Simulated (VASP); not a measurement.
```yaml
crystal:
  lattice:
    - [1.82500, -3.16099, 0.00000]
    - [1.82500, 3.16099, 0.00000]
    - [0.00000, 0.00000, 5.90000]
  atoms:
    - { symbol: Sn, position: [0.00000, 0.00000, 0.00000] }
    - { symbol: S, position: [0.33333, 0.66667, 0.25000] }
    - { symbol: S, position: [0.66667, 0.33333, 0.75000] }
```

The base run (VASP): PBE GGA, plane waves, VASP's PBE PAW potentials (set 64). Run with 400 eV cut-off, 8×8×4 Γ-centred mesh, Gaussian smearing of 0.050 eV, potentials Sn_d S.

One setting is varied; ΔE counts from the base run. The base run took about 8 core-seconds. The timings are rough (shared machines, no repeats); factors under 2 mean little.

Pressures at a finite cut-off, here 400 eV, hold a Pulay part, which this task's highest cut-off puts under 0.2 GPa.

```csv
setting,cost over the base run,electronic steps,ΔE (meV/atom),pressure (GPa)
base run,reference,12,0.0,3.18
KPOINTS 6×6×3 Monkhorst-Pack mesh,within a factor of 2,14,0.2,3.15
KPOINTS 9×9×4 Monkhorst-Pack mesh,within a factor of 2,14,-0.2,3.15
KPOINTS 8×8×4 Monkhorst-Pack mesh,about 2 times,14,-0.3,3.15
KPOINTS 10×10×5 Monkhorst-Pack mesh,about 4 times,14,-0.2,3.15
```

Left out are runs that failed, have no time on record or changed the cell.

The compound is SnS2 in the 1T layered structure. The cell was not relaxed at this level.
